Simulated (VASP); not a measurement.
Calculation: vdW-DF2, VASP's PBE PAW potentials (set 64) (plane waves; VASP).

The input files of a VASP run:

**POSCAR**
```
PtAl2
1
    0.0000000000     2.9471084779     2.9471084779
    2.9471084779    -0.0000000000     2.9471084779
    2.9471084779     2.9471084779     0.0000000000
Al Pt
2 1
Direct
  0.2500000000   0.2500000000   0.2500000000
  0.7500000000   0.7500000000   0.7500000000
  0.0000000000   0.0000000000   0.0000000000
```

INCAR:
```
ISMEAR  =  1
GGA  =  ML
PREC  =  Accurate
NSW  =  60
LMAXMIX  =  6   ! l cut-off of mixed one-centre charges
SYSTEM  =  PtAl2
SIGMA  =  0.1   ! width (eV)
ISIF  =  3
LWAVE  =  .False.
AGGAC  =  0.0
ALGO  =  Normal   ! blocked Davidson
LREAL  =  .False.   ! projection in real space or not
NELM  =  100   ! most electronic steps
IBRION  =  2   ! conjugate gradients
ZAB_VDW  =  -1.8867
LASPH  =  .True.   ! aspherical one-centre terms
LCHARG  =  .False.
ENCUT  =  520   ! plane-wave cut-off (eV)
EDIFFG  =  -0.02
LUSE_VDW  =  .True.
EDIFF  =  1E-6   ! SCF stop (eV)
```

File KPOINTS:
```
Automatic mesh
0
Gamma
8 8 8
0 0 0
```

POTCAR, in this order: Al Pt (PBE.64 set). Program: vasp_std.

Output

OUTCAR:
```
 ion  position               nearest neighbor table
   1  0.250  0.250  0.250-   3 2.55   3 2.55   3 2.55   3 2.55   2 2.95   2 2.95   2 2.95   2 2.95
                             2 2.95   2 2.95
   2  0.750  0.750  0.750-   3 2.55   3 2.55   3 2.55   3 2.55   1 2.95   1 2.95   1 2.95   1 2.95
                             1 2.95   1 2.95
   3  0.000  0.000  0.000-   2 2.55   2 2.55   2 2.55   1 2.55   1 2.55   1 2.55   2 2.55   1 2.55
  LATTYP: Found a face centered cubic cell.
 ALAT       =     5.8942169558
 Subroutine PRICEL returns:
 Original cell was already a primitive cell.
 Subroutine GETGRP returns: Found 48 space group operations
The static configuration has the point symmetry O_h .
The dynamic configuration has the point symmetry O_h .
 Subroutine INISYM returns: Found 48 space group operations
 Subroutine IBZKPT returns following result:
 Found     29 irreducible k-points:

 Following reciprocal coordinates:
            Coordinates               Weight
  0.000000  0.000000  0.000000      1.000000
  0.125000  0.000000  0.000000      8.000000
  0.250000  0.000000  0.000000      8.000000
  0.375000  0.000000  0.000000      8.000000
  0.500000  0.000000  0.000000      4.000000
  0.125000  0.125000  0.000000      6.000000
  0.250000  0.125000  0.000000     24.000000
  0.375000  0.125000  0.000000     24.000000
  0.500000  0.125000  0.000000     24.000000
 -0.375000  0.125000  0.000000     24.000000
 -0.250000  0.125000  0.000000     24.000000
 -0.125000  0.125000  0.000000     12.000000
  0.250000  0.250000  0.000000      6.000000
  0.375000  0.250000  0.000000     24.000000
  0.500000  0.250000  0.000000     24.000000
 -0.375000  0.250000  0.000000     24.000000
 -0.250000  0.250000  0.000000     12.000000
  0.375000  0.375000  0.000000      6.000000
  0.500000  0.375000  0.000000     24.000000
 -0.375000  0.375000  0.000000     12.000000
  0.500000  0.500000  0.000000      3.000000
  0.375000  0.250000  0.125000     24.000000
  0.500000  0.250000  0.125000     48.000000
 -0.375000  0.250000  0.125000     24.000000
  0.500000  0.375000  0.125000     24.000000
 -0.375000  0.375000  0.125000     48.000000
 -0.250000  0.375000  0.125000     24.000000
 -0.375000  0.500000  0.125000     12.000000
 -0.250000  0.500000  0.250000      6.000000
   k-points           NKPTS =     29   k-points in BZ     NKDIM =     29   number of bands    NBANDS=     12
   number of dos      NEDOS =    301   number of ions     NIONS =      3
   total plane-waves  NPLWV =  32768
   dimension x,y,z NGX =    32 NGY =   32 NGZ =   32
   dimension x,y,z NGXF=    64 NGYF=   64 NGZF=   64
   ions per type =               2   1
   PREC   = accura    normal or accurate (medium, high low for compatibility)
   ISTART =      0    job   : 0-new  1-cont  2-samecut
   ICHARG =      2    charge: 1-file 2-atom 10-const
   ISPIN  =      1    spin polarized calculation?
   LNONCOLLINEAR =      F non collinear calculations
   LSORBIT =      F    spin-orbit coupling
   INIWAV =      1    electr: 0-lowe 1-rand  2-diag
   ENCUT  =  520.0 eV  38.22 Ry    6.18 a.u.   7.75  7.75  7.75*2*pi/ulx,y,z
   NELM   =    100;   NELMIN=  2; NELMDL= -5     # of ELM steps
   EDIFF  = 0.1E-05   stopping-criterion for ELM
   LREAL  =      F    real-space projection
   NLSPLINE    = F    spline interpolate recip. space projectors
   LMAXMIX     =    6 max onsite mixed and CHGCAR
   VOSKOWN=      0    Vosko Wilk Nusair interpolation
   EDIFFG = -.2E-01   stopping-criterion for IOM
   NSW    =     60    number of steps for IOM
   NBLOCK =      1;   KBLOCK =     60    inner block; outer block
   IBRION =      2    ionic relax: 0-MD 1-quasi-New 2-CG
   NFREE  =      1    steps in history (QN), initial steepest desc. (CG)
   ISIF   =      3    stress and relaxation
   ISYM   =      2    0-nonsym 1-usesym 2-fastsym
...
```

File OSZICAR:
```
       N       E                     dE             d eps       ncg     rms          rms(c)
DAV:   1     0.590951226387E+02    0.59095E+02   -0.68643E+03   696   0.114E+03
DAV:   2    -0.735373421144E+01   -0.66449E+02   -0.59021E+02   788   0.188E+02
DAV:   3    -0.931253253968E+01   -0.19588E+01   -0.19058E+01   892   0.323E+01
DAV:   4    -0.933384481286E+01   -0.21312E-01   -0.21303E-01   820   0.384E+00
DAV:   5    -0.933421816656E+01   -0.37335E-03   -0.37334E-03   864   0.554E-01    0.887E+00
DAV:   6    -0.889939189609E+01    0.43483E+00   -0.23866E+00   808   0.156E+01    0.200E+00
DAV:   7    -0.883258638540E+01    0.66806E-01   -0.19171E-01   768   0.438E+00    0.168E+00
DAV:   8    -0.881529159337E+01    0.17295E-01   -0.51525E-02   772   0.247E+00    0.231E-01
DAV:   9    -0.881597150406E+01   -0.67991E-03   -0.24467E-03   836   0.505E-01    0.177E-01
DAV:  10    -0.881629269718E+01   -0.32119E-03   -0.92501E-04   748   0.298E-01    0.147E-02
DAV:  11    -0.881629387329E+01   -0.11761E-05   -0.24674E-05   884   0.544E-02    0.881E-03
DAV:  12    -0.881629638526E+01   -0.25120E-05   -0.68987E-06   776   0.273E-02    0.235E-03
DAV:  13    -0.881629643521E+01   -0.49952E-07   -0.72335E-07   492   0.889E-03
   1 F= -.88162964E+01 E0= -.88161026E+01  d E =-.881630E+01
       N       E                     dE             d eps       ncg     rms          rms(c)
DAV:   1    -0.127014473169E+02   -0.38852E+01   -0.57886E+01   748   0.784E+01    0.161E+01
DAV:   2    -0.899216742691E+01    0.37093E+01   -0.17839E+01   752   0.449E+01    0.640E+00
DAV:   3    -0.887804246300E+01    0.11412E+00   -0.68988E-01   728   0.805E+00    0.399E+00
DAV:   4    -0.886118362110E+01    0.16859E-01   -0.24463E-02   812   0.134E+00    0.273E+00
DAV:   5    -0.885130064804E+01    0.98830E-02   -0.22623E-02   748   0.923E-01    0.473E-01
DAV:   6    -0.885155672682E+01   -0.25608E-03   -0.90430E-04   836   0.222E-01    0.167E-01
DAV:   7    -0.885162907331E+01   -0.72346E-04   -0.14476E-04   744   0.103E-01    0.132E-02
DAV:   8    -0.885162887436E+01    0.19895E-06   -0.11504E-05   840   0.287E-02    0.139E-02
DAV:   9    -0.885162972061E+01   -0.84626E-06   -0.11640E-06   476   0.101E-02
   2 F= -.88516297E+01 E0= -.88512552E+01  d E =-.353333E-01
       N       E                     dE             d eps       ncg     rms          rms(c)
DAV:   1    -0.995316282407E+01   -0.11015E+01   -0.13625E+01   760   0.385E+01    0.696E+00
DAV:   2    -0.908268172838E+01    0.87048E+00   -0.64478E+00   764   0.247E+01    0.233E+00
DAV:   3    -0.895860257616E+01    0.12408E+00   -0.48029E-01   728   0.743E+00    0.721E-01
DAV:   4    -0.895262935296E+01    0.59732E-02   -0.31972E-02   784   0.117E+00    0.295E-01
DAV:   5    -0.895213665344E+01    0.49270E-03   -0.62588E-03   796   0.785E-01    0.135E-01
DAV:   6    -0.895224403378E+01   -0.10738E-03   -0.12726E-03   752   0.342E-01    0.271E-02
DAV:   7    -0.895222002098E+01    0.24013E-04   -0.14744E-04   776   0.123E-01    0.513E-03
DAV:   8    -0.895222158323E+01   -0.15622E-05   -0.70821E-06   748   0.213E-02    0.584E-03
DAV:   9    -0.895222146519E+01    0.11804E-06   -0.45356E-06   732   0.198E-02
   3 F= -.89522215E+01 E0= -.89516805E+01  d E =-.135925E+00
```

**OUTCAR**
```
------------------------ aborting loop because EDIFF is reached ----------------------------------------
  FORCE on cell =-STRESS in cart. coord.  units (eV):
  Direction    XX          YY          ZZ          XY          YZ          ZX
  --------------------------------------------------------------------------------------
  Total       -0.0294469     -0.0294469     -0.0294469      0.0000000      0.0000000     -0.0000000
  in kB       -0.8475320     -0.8475320     -0.8475320      0.0000000      0.0000000     -0.0000000
  external PRESSURE =      -0.8475320 kB  Pullay stress =       0.0000000 kB
  volume of cell :       55.67
      direct lattice vectors                 reciprocal lattice vectors
    -0.000000000  3.030550020  3.030550020    -0.164986553  0.164986553  0.164986553
     3.030550020 -0.000000000  3.030550020     0.164986553 -0.164986553  0.164986553
     3.030550020  3.030550020 -0.000000000     0.164986553  0.164986553 -0.164986553
 POSITION                                       TOTAL-FORCE (eV/Angst)
 -----------------------------------------------------------------------------------
      1.51528      1.51528      1.51528        -0.000000     -0.000000     -0.000000
      4.54583      4.54583      4.54583         0.000000      0.000000      0.000000
      0.00000      0.00000     -0.00000         0.000000      0.000000      0.000000
 -----------------------------------------------------------------------------------
    total drift:                                0.000000     -0.000000      0.000000
  FREE ENERGIE OF THE ION-ELECTRON SYSTEM (eV)
  ---------------------------------------------------
  free  energy   TOTEN  =        -8.9522214652 eV

  energy  without entropy=       -8.9505984762  energy(sigma->0) =       -8.95168047

 reached required accuracy - stopping structural energy minimisation
```
(Selected blocks of OUTCAR.)

File CONTCAR:
```
PtAl2
   1.00000000000000
    -0.0000000000000000    3.0305500196065829    3.0305500196065829
     3.0305500196065829   -0.0000000000000000    3.0305500196065829
     3.0305500196065829    3.0305500196065829   -0.0000000000000000
  Al              Pt
     2     1
Direct
     0.2500000000000000    0.2500000000000000    0.2500000000000000
     0.7500000000000000    0.7500000000000000    0.7500000000000000
     0.0000000000000000    0.0000000000000000    0.0000000000000000
```

Energy and stress use the plane-wave basis of the starting cell.

The compound is PtAl2 in the fluorite structure. This run relaxes it. Symmetry was kept, so distortions that lower it aren't found.
